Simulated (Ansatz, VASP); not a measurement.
## Pb (Lead): VASP beside Ansatz

Aim: how closely do two programs agree when they are given the same cell, functional and k mesh? The cell is taken from a series of VASP runs on this material, whose earlier steps may have relaxed, scaled or displaced it; both programs get it as it stands.

Main program and level: Ansatz 0.2.0; plane waves, with VASP 6.6.1 beside it; relaxation of cell and atoms at PBEsol, spin-orbit coupling.

## (1) Starting point

Symmetry: Fm-3m, No. 225, cubic system. The conventional cell has a = 4.950 Å, b = 4.950 Å, c = 4.950 Å, α = 90.00°, β = 90.00°, γ = 90.00°. Nearest to Pb lie 12 Pb at 3.50 Å.

## (2) VASP: relaxation of cell and atoms, PBEsol, spin-orbit coupling

The relaxed volume is the usual yardstick between codes: its relative difference is about their pressure difference at one cell divided by the bulk modulus.

Lines of VASP's logs that name or quote its potential files are left out, and so is its time.

INCAR reads:

```
SYSTEM = Pb
PREC = Accurate
ENCUT = 450
EDIFF = 1E-06
NELM = 100
ISMEAR = 1
SIGMA = 0.1
LREAL = .FALSE.
ALGO = Normal
GGA = PS
LNONCOLLINEAR = .TRUE.
MAGMOM = 0 0 0
NBANDS = 26
GGA_COMPAT = .FALSE.
LASPH = .TRUE.
LSORBIT = .TRUE.
LORBIT = 11
LWAVE = .FALSE.
LCHARG = .FALSE.
KPAR = 2
IBRION = 2
NSW = 50
ISIF = 3
EDIFFG = -0.01
```

POSCAR reads:

```
Pb
1.0
    0.0000000000      2.4752500000      2.4752500000
    2.4752500000      0.0000000000      2.4752500000
    2.4752500000      2.4752500000      0.0000000000
Pb
1
Direct
    0.0000000000      0.0000000000      0.0000000000
```

KPOINTS reads:

```
Automatic mesh
0
Gamma
8 8 8
0 0 0
```

Potentials, in the order of the species: Pb_d (PBE family, release 64).

Run with:

```console
$ mpirun -np 2 vasp_ncl
```

Numbers of over 12 decimals in the logs are rounded to 6 here.

What it wrote:

```text
[banner, memory and clock lines left out]
running    2 mpi-ranks, on    1 nodes
 distrk:  each k-point on    1 cores,    2 groups
 distr:  one band on    1 cores,    1 groups

 POSCAR found type information on POSCAR Pb
 POSCAR found :  1 types and       1 ions
|                                                                             |
|               ----> ADVICE to this user running VASP <----                  |
|                                                                             |
|     You enforced a specific xc type in the INCAR file but a different       |
|     [... a line on the potential file left out ...]
|     I HOPE YOU KNOW WHAT YOU ARE DOING!                                     |
|                                                                             |

 LDA part: xc-table for (Slater+PW92), standard interpolation
 POSCAR, INCAR and KPOINTS ok, starting setup
 FFT: planning ... GRIDC
 FFT: planning ... GRID_SOFT
 FFT: planning ... GRID
 WAVECAR not read
 entering main loop
       N       E                     dE             d eps       ncg     rms          rms(c)
DAV:   1     0.147124125314E+03    0.14712E+03   -0.60330E+03  1516   0.116E+03
DAV:   2     0.701720326992E+01   -0.14011E+03   -0.13436E+03  1536   0.338E+02
DAV:   3    -0.416520523454E+01   -0.11182E+02   -0.11028E+02  1804   0.117E+02
DAV:   4    -0.454663919652E+01   -0.38143E+00   -0.38109E+00  1880   0.231E+01
DAV:   5    -0.456652582970E+01   -0.19887E-01   -0.19885E-01  2330   0.480E+00    0.575E-01
DAV:   6    -0.455700348349E+01    0.95223E-02   -0.13542E-02  2136   0.204E+00    0.263E-01
DAV:   7    -0.455435197242E+01    0.26515E-02   -0.44737E-03  2210   0.106E+00    0.200E-01
DAV:   8    -0.455420364864E+01    0.14832E-03   -0.16907E-04  1806   0.152E-01    0.392E-02
DAV:   9    -0.455410640052E+01    0.97248E-04   -0.75395E-05  1970   0.164E-01    0.367E-03
DAV:  10    -0.455410544670E+01    0.95381E-06   -0.16873E-06  1750   0.220E-02
   1 F= -.45541054E+01 E0= -.45544283E+01  d E =-.455411E+01  mag=     0.0000     0.0000    -0.0000
[...]
2 F= -.45544273E+01 E0= -.45547475E+01  d E =-.321844E-03  mag=    -0.0000    -0.0000     0.0000
[...]
3 F= -.45545529E+01 E0= -.45548886E+01  d E =-.447409E-03  mag=     0.0000     0.0000    -0.0000
 curvature:  -0.33 expect dE=-0.877E-05 dE for cont linesearch -0.877E-05
 ZBRENT: interpolating
 opt :   0.6981  next Energy=    -4.554561 (dE=-0.456E-03)
 bond charge predicted
       N       E                     dE             d eps       ncg     rms          rms(c)
DAV:   1    -0.455480713885E+01   -0.25415E-03   -0.66388E-03  1920   0.166E+00    0.825E-02
DAV:   2    -0.455458424763E+01    0.22289E-03   -0.39031E-04  1824   0.431E-01    0.298E-02
DAV:   3    -0.455455167642E+01    0.32571E-04   -0.11997E-04  2164   0.214E-01    0.288E-03
DAV:   4    -0.455455227598E+01   -0.59956E-06   -0.33595E-06  1904   0.236E-02
   4 F= -.45545523E+01 E0= -.45548864E+01  d E =-.446829E-03  mag=     0.0000     0.0000    -0.0000
 curvature:  -0.31 expect dE=-0.485E-06 dE for cont linesearch -0.485E-06
 trial: gam=-0.02994 g(F)=  0.403E-60 g(S)=  0.154E-05 ort = 0.500E-04 (trialstep = 0.940E+00)
 search vector abs. value=  0.157E-08
 reached required accuracy - stopping structural energy minimisation
```

OUTCAR, selected parts (step 2):

```text
ion  position               nearest neighbor table
   1  0.000  0.000  0.000-

  LATTYP: Found a face centered cubic cell.
 ALAT       =     4.9505000000

 Subroutine GETGRP returns: Found 48 space group operations
 (whereof 48 operations were pure point group operations)

The static configuration has the point symmetry O_h .

 Found     29 irreducible k-points:

   k-points           NKPTS =     29   k-points in BZ     NKDIM =     29   number of bands    NBANDS=     26

   dimension x,y,z NGX =    24 NGY =   24 NGZ =   24
   dimension x,y,z NGXF=    48 NGYF=   48 NGZF=   48

   ENCUT  =  450.0 eV  33.07 Ry    5.75 a.u.   6.05  6.05  6.05*2*pi/ulx,y,z

   NELECT =      14.0000    total number of electrons

 k-points in reciprocal lattice and weights: Automatic mesh
   0.00000000  0.00000000  0.00000000       0.002
   0.12500000  0.00000000  0.00000000       0.016
   0.25000000  0.00000000  0.00000000       0.016
   0.37500000  0.00000000  0.00000000       0.016
   0.50000000  0.00000000  0.00000000       0.008
   0.12500000  0.12500000  0.00000000       0.012
   0.25000000  0.12500000  0.00000000       0.047
   0.37500000  0.12500000  0.00000000       0.047
   0.50000000  0.12500000  0.00000000       0.047
[...]
-0.37500000  0.50000000  0.12500000       0.023
  -0.25000000  0.50000000  0.25000000       0.012

 average (electrostatic) potential at core
       1 -89.8696

 E-fermi :   6.8644

 k-point     1 :       0.0000    0.0000    0.0000
  band No.  band energies     occupation
    ...
      8      -8.6022      1.00000
      9      -8.6022      1.00000
     10      -8.6022      1.00000
     11      -4.5941      1.00000
     12      -4.5941      1.00000
     13      12.5783      0.00000
     14      12.5783      0.00000
     15      15.6260      0.00000
     16      15.6260      0.00000
     17      15.6260      0.00000
    ...

 k-point     2 :       0.1250    0.0000    0.0000
  band No.  band energies     occupation
    ...
      8      -8.6137      1.00000
      9      -8.5813      1.00000
     10      -8.5813      1.00000
     11      -4.2903      1.00000
     12      -4.2903      1.00000
     13      11.2079      0.00000
     14      11.2079      0.00000
     15      13.8245      0.00000
     16      13.8245      0.00000
     17      15.2157      0.00000
    ...

 k-point     3 :       0.2500    0.0000    0.0000
  band No.  band energies     occupation
    ...
      8      -8.6286      1.00000
      9      -8.5286      1.00000
     10      -8.5286      1.00000
     11      -3.3813      1.00000
     12      -3.3813      1.00000
     13       7.7789     -0.00000
     14       7.7789     -0.00000
     15      12.7584      0.00000
     16      12.7584      0.00000
     17      14.4732      0.00000
    ...

  Total       -0.0032660     -0.0032660     -0.0032660      0.0000000      0.0000000      0.0000000
  in kB       -0.1743755     -0.1743755     -0.1743755      0.0000000      0.0000000      0.0000000
  external PRESSURE =      -0.1743755 kB  Pullay stress =       0.0000000 kB

  energy-cutoff  :      450.00
  volume of cell :       30.01
      direct lattice vectors                 reciprocal lattice vectors
    -0.000000000  2.466437127  2.466437127    -0.202721567  0.202721567  0.202721567
     2.466437127  0.000000000  2.466437127     0.202721567 -0.202721567  0.202721567
     2.466437127  2.466437127  0.000000000     0.202721567  0.202721567 -0.202721567

 POSITION                                       TOTAL-FORCE (eV/Angst)
 -----------------------------------------------------------------------------------
      2.46644      4.93287      2.46644         0.000000      0.000000     -0.000000
 -----------------------------------------------------------------------------------
    total drift:                               -0.000000     -0.000000      0.000000

  FREE ENERGIE OF THE ION-ELECTRON SYSTEM (eV)
  ---------------------------------------------------
  free  energy   TOTEN  =        -4.5545522760 eV

  energy  without entropy=       -4.5555546209  energy(sigma->0) =       -4.55488639

 reached required accuracy - stopping structural energy minimisation

 Spin-Orbit-Coupling matrix elements
 Ion:    1  E_soc:     -1.1316249

 total charge
# of ion       s       p       d       tot
------------------------------------------
    1        1.388   0.762   9.809  11.959

 magnetization (x)
# of ion       s       p       d       tot
------------------------------------------
    1        0.000   0.000   0.000   0.000

 magnetization (y)
# of ion       s       p       d       tot
------------------------------------------
    1       -0.000   0.000   0.000  -0.000

 magnetization (z)
# of ion       s       p       d       tot
------------------------------------------
    1        0.000   0.000   0.000   0.000

[... 3 further parts left out ...]
```

CONTCAR:

```
Pb
   1.00000000000000
    -0.0000000000000000    2.4664371272613792    2.4664371272613792
     2.4664371272613792    0.0000000000000000    2.4664371272613792
     2.4664371272613792    2.4664371272613792    0.0000000000000000
  Pb
     1
Direct
     1.0000000000000000    0.0000000000000000    1.0000000000000000
```

## (3) Ansatz: relaxation of cell and atoms, PBEsol, spin-orbit coupling

Ansatz runs on its fully relativistic PAW (standard-fr) files.

The same cell, functional, mesh and smearing now go to Ansatz, which takes its cutoff from its data sets.

input.yaml reads:

```yaml
crystal:
  lattice:
    - [0.0, 2.47525, 2.47525]
    - [2.47525, 0.0, 2.47525]
    - [2.47525, 2.47525, 0.0]
  atoms:
    - { symbol: Pb, position: [0.0, 0.0, 0.0] }
hamiltonian:
  xc: pbesol
  pseudopotentials: { kind: paw_fr }
magnetization:
  noncollinear: true
  spin_orbit: true
kpoints:
  mp_grid: { grid: [8, 8, 8] }
scf:
  occupations: { method: methfessel_paxton, width: 0.1 }
relax:
  f_tol: 0.01
  max_steps: 60
  cell: { stress_tol: 0.05 }
output:
  forces: true
  stress: true
```

Run with:

```console
$ ansatz run input.yaml --threads 4 --pin off --max-ram 9216MiB --backend cpu --events-out ev --progress --plain --runs-dir out
```

What it wrote:

```text
Engine: ansatz 0.2.0, aarch64-unknown-linux-gnu
Pseudopotentials: kind: paw_fr
Pseudopotential: Pb, paw_fr, valence charge 14, recommended cutoff 420 eV (normal), Pb.paw.azcp#standard-fr
Functional definition: PBEsol
  exchange = pbesol_x
  correlation = pbesol_c
non-collinear run that drives no moment, with spin-orbit: no starting moment large enough to seed its density (crystal.atoms[].spin), no starting occupations that ask for one, no magnetisation constraint and no magnetic field, so the semilocal B_xc is pinned to zero
Crystal: 1 atoms, lattice volume = 30.331 Å³
Basis set: ecut = 420 eV, 609 PW (Γ), exchange–correlation on 48×48×48 points (8 copies of the dense FFT grid, shifted against one another)
Bands: 22, of which v1, the nominal top of the filled ones, is band 14 counted from 1 (13 counted from 0)
Symmetry: 48 space group operations + 48 with time reversal
Magnetic group: BNS 225.117 (UNI 1619), of the structure as read, at distance tolerance 3.1e-5 Å
k-points: 29 of 512
Projection manifold: j_resolved (fully-relativistic pseudo-atomic orbitals)
Non-local potential: Pb, projectors of the file, l = 0: 2, l = 1: 4, l = 2: 4, l = 3: 4
PAW form: soft (Blöchl's): semilocal exchange-correlation on the pseudo side does not see the compensation charge
PAW frozen core: Pb, regenerated for the run's functional, and the local potential with it (the file was generated under x = pbe(κ = 0.804, μ = 0.219515), c = pbe(β = 0.066725))
PAW one-centre angular grid: Pb, 590 points (default); XC on 96 Gauss nodes
Initial density: superposition of atomic densities (chi_scale 0.1, normalization cell)
Initial wavefunctions: pseudopotential atomic-orbital guess
Functional: x = pbesol(κ = 0.804, μ = 0.123457), c = pbesol(β = 0.046)
SCF iter   1: F=—  HF=-11792.760108 eV  |F-HF|=—  |Δ(HF+E_count)|=         —  Δρ=7.81e-3  dr2=2.67e-2  dr2_m=0.00e0 (ungated)  ethr=3.10e-3  |M|=0.00e0 ∫|m|=0.00e0 μB  |m|>n=0.0e0 m-floor=0.0e0 τ_xc=0.0e0  β_m=0.30  ⟨swp⟩=11.6  Hψ=2341  notcnv=0  defer=6
preconditioner: auto → none  [insulator: Δε(μ)=0.495 eV  Ē_g=19.571 eV  σ=0.100 eV  W_gap=0.93  n_scr=8 (ndim 8)  ℏωp=25.2 eV  f_vac=0.000  D(μ)=0.91/eV (n_scr^D=8)  ε∞_Penn≈2.7]
SCF iter   2: F=—  HF=-11792.750378 eV  |F-HF|=—  |Δ(HF+E_count)|=   9.73e-3  S|Δr|=    0.00e0  Δρ=3.87e-3  dr2=6.53e-3  dr2_m=0.00e0 (ungated)  ethr=1.91e-4  |M|=0.00e0 ∫|m|=0.00e0 μB  |m|>n=0.0e0 m-floor=0.0e0 τ_xc=0.0e0  β_m=0.44  ⟨swp⟩=2.9  Hψ=671  notcnv=0  defer=56
SCF iter   3: F=—  HF=-11792.748448 eV  |F-HF|=—  |Δ(HF+E_count)|=   1.93e-3  S|Δr|=    0.00e0  Δρ=1.42e-3  dr2=3.38e-4  dr2_m=0.00e0 (ungated)  ethr=4.67e-5  |M|=0.00e0 ∫|m|=0.00e0 μB  |m|>n=0.0e0 m-floor=0.0e0 τ_xc=0.0e0  β_m=0.72  ⟨swp⟩=2.0  Hψ=505  notcnv=0  defer=56
SCF iter   4: F=—  HF=-11792.748542 eV  |F-HF|=—  |Δ(HF+E_count)|=   9.44e-5  S|Δr|=    0.00e0  Δρ=2.33e-4  dr2=2.22e-5  dr2_m=0.00e0 (ungated)  ethr=2.41e-6  |M|=0.00e0 ∫|m|=0.00e0 μB  |m|>n=0.0e0 m-floor=0.0e0 τ_xc=0.0e0  β_m=0.68  ⟨swp⟩=3.0  Hψ=480  notcnv=0  defer=56
SCF iter   5: F=—  HF=-11792.748531 eV  |F-HF|=—  |Δ(HF+E_count)|=   1.10e-5  S|Δr|=    0.00e0  Δρ=1.23e-5  dr2=6.76e-8  dr2_m=0.00e0 (ungated)  ethr=7.14e-10  |M|=0.00e0 ∫|m|=0.00e0 μB  |m|>n=0.0e0 m-floor=0.0e0 τ_xc=0.0e0  β_m=0.83  ⟨swp⟩=4.1  Hψ=1333  notcnv=0
SCF iter   6: F=-11792.748531 eV  HF=-11792.748531 eV  |F-HF|=4.73e-10  |Δ(HF+E_count)|=   2.55e-8  S|Δr|=    0.00e0  Δρ=1.15e-6  dr2=5.55e-10  dr2_m=0.00e0 (ungated)  ethr=4.83e-10  |M|=0.00e0 ∫|m|=0.00e0 μB  |m|>n=0.0e0 m-floor=0.0e0 τ_xc=0.0e0  ⟨swp⟩=2.4  Hψ=1100  notcnv=0
SCF 1 converged in 6 iterations: F = -11792.748531 eV  dr2 = 5.55e-10
  greatest PAW one-centre occupation: 0.977 electrons in one spin orbital (limit 2), on the Pb atom at site 0 (counted from 0), in its partial waves of l = 2
relax step   1: F+E_penalty+E_count = -11792.74853085 eV  Δ(F+E_penalty+E_count) = +0.000e0 eV  max|allowed force component| = 0.000e0 eV/Å  Δτ_max = 0.0000 Å  P = -0.493 GPa  Ω = 30.331 Å³  (6 SCF iters, dr2 threshold 1.00e-7 eV, accepted)
[...]
relax step   2: F+E_penalty+E_count = -11792.74913255 eV  Δ(F+E_penalty+E_count) = -6.017e-4 eV  max|allowed force component| = 0.000e0 eV/Å  Δτ_max = 0.0000 Å  P = -0.027 GPa  Ω = 29.991 Å³  energy of the carried Pulay correction = +4.248e-5 eV  (4 SCF iters, dr2 threshold 1.00e-7 eV, accepted)
[...]
relax step   3: F+E_penalty+E_count = -11792.74908912 eV  Δ(F+E_penalty+E_count) = +4.343e-5 eV  max|allowed force component| = 0.000e0 eV/Å  Δτ_max = 0.0000 Å  P = -0.028 GPa  Ω = 29.991 Å³  stress off target by 2.79e-2 GPa  SCF on the basis re-selected at this cell (its energy is not comparable with the rows above)  (5 SCF iters)
basis re-selected at this cell: Δ(F+E_penalty+E_count) = +4.343e-5 eV, ΔP = -0.000 GPa vs the last step (what re-selecting the basis moved, of the pressure what is left beyond the Pulay correction that the steps carried, after the strain that the cell walked since its last selection, with what the two solves' SCF thresholds leave and, on support functions, any second-order correction that the steps lacked; it is no measure of the basis error at this ecutwfc). This SCF's stress stands 2.79e-2 GPa from its target on what of the cell is left free (relax.cell.stress_tol is 5.00e-2 GPa) and its largest allowed force component is 0.00e0 eV/Å (relax.f_tol is 1.00e-2 eV/Å): [rest of the remark cut]
SCF converged after 5 iterations
Stability not checked: this state was not tested for a lower state beside it, because cold or Methfessel-Paxton smearing, or corrected tetrahedra, fill the levels in a way that the test cannot read (fill_not_monotonic; see scf.lower_state_search)
Magnetization: |M| = 0.0000 μB,  M = (+0.0000, +0.0000, +0.0000) μB
Absolute magnetization: 0.0000 μB (∫|m|)
  site 0: m = (+0.0000, +0.0000, +0.0000) μB, |m| = 0.0000 μB  (R = 1.44 Å)
Free energy (F): -11792.749089 eV
Harris-Foulkes:  -11792.749089 eV  (|F-HF|=3.64e-12)
Internal energy: -11792.749948 eV  (E = F + TS)
E sigma→0 (E₀):  -11792.749304 eV
Entropy (-TS):   0.000859 eV (0.859 meV/atom)
Fermi energy:    10.531541 eV
--- Per-component energies (eV) ---
  E_band       = -35.481248
  E_kinetic    = 290.233832
  E_local      = -1011.133614  (includes V_loc(G=0)·N_el)
  E_nonlocal   = 352.543166
  E_hartree    = 401.278572
  E_xc         = -219.281524
  E_vxc        = -133.183929  (∫ρ·V_xc dr)
  E_paw        = -10294.613186  (= ΣΔE_a)
  E_vpaw       = -336.497898  (= ΣTr[D̂ρ^β])
  E_aug_tail   = 0.000048  (compensation charges beyond the density's cutoff)
  E_ewald      = -1311.851785
  E_core_change = 0.074543  (= ΣΔE_core)
  E_smearing   = 0.000859  (= −TS)
  E_closure    = 0.000000  (closes the sum)
  Σ components = -11792.749089   (vs F -11792.749089, Δ=0.00e0)
--- Forces (eV/Å), atoms counted from 1 ---
  atom   1  Pb    -0.00000000     0.00000000     0.00000000
  max |Σ_I F_I| component: 7.36e-30 eV/Å
--- Stress (GPa, compression-positive) ---
       -0.027879       0.000000       0.000000
        0.000000      -0.027879      -0.000000
        0.000000       0.000000      -0.027879
  P = ⅓ Tr σ = -0.0279 GPa (-0.279 kbar)
--- Relaxed structure (2 steps of the walk, 2 accepted, 1 SCFs on fresh bases) ---
  F+E_penalty+E_count = -11792.74908912 eV   max|allowed force component| = 0.000e0 eV/Å   (the final SCF, on the basis selected at the relaxed cell)
  cell:  # Å, volume = 29.9915 Å³
    - [0, 2.465979, 2.465979]
    - [2.465979, 0, 2.465979]
    - [2.465979, 2.465979, 0]
  atoms:
    - { symbol: Pb, position: [0.0, 0.0, 0.0] }
```

Elapsed: 2.3 s, on 4 threads of Arm Neoverse V2, shared host; peak memory 0.39 GiB; 7.2 s of CPU time.

## (4) Differences

Known differences besides the potentials themselves: spin-orbit coupling enters by fully relativistic files in Ansatz and inside the spheres in VASP; both relaxations stop at a tolerance, which leaves soft axes loose, and VASP keeps its plane-wave basis; the cutoff is 420 eV in Ansatz and 450 eV in VASP; Ansatz makes its cores anew for this functional, VASP keeps those of its PBE data sets; Ansatz adds a Pulay correction to the stress that steers its cell, VASP none. Total energies have different zeros and are not compared.

The two programs side by side:

```
                                         quantity  Ansatz   VASP  difference
                                      volume (Å³)   29.99  30.01     -0.06 %
edge a after relaxation, in the typed setting (Å)   3.487  3.488     -0.02 %
```

The walks stopped with -0.03 GPa left in Ansatz and -0.02 GPa in VASP; each walk ends within a tolerance, so the volume difference is uncertain by about these residues over the bulk modulus, most in soft cells.

## (5) Results

```json
{
  "difference in volume (relaxation of cell and atoms, PBEsol, spin-orbit coupling)": "-0.056 %"
}
```

In words: The difference in volume is -0.056 % (relaxation of cell and atoms, PBEsol, spin-orbit coupling), within the 1.2 % picked in this series as the mark of a large difference, as far as the stopping tolerances let one tell. How closely two codes agree says nothing of how well the functional describes the real material.

[Lines on the potential files, build, host, timing and source positions are cut from VASP's logs without a mark.]

[Logs are printed without paths, hosts, clocks, repeated set-up lines and the standing remarks that a program may print on its own settings, such as how far it seeks lower states.]

[Hosts, paths, dates, database ids (printed as entryN), source tags and the programs' standing remarks are cut or masked in the printed files.]
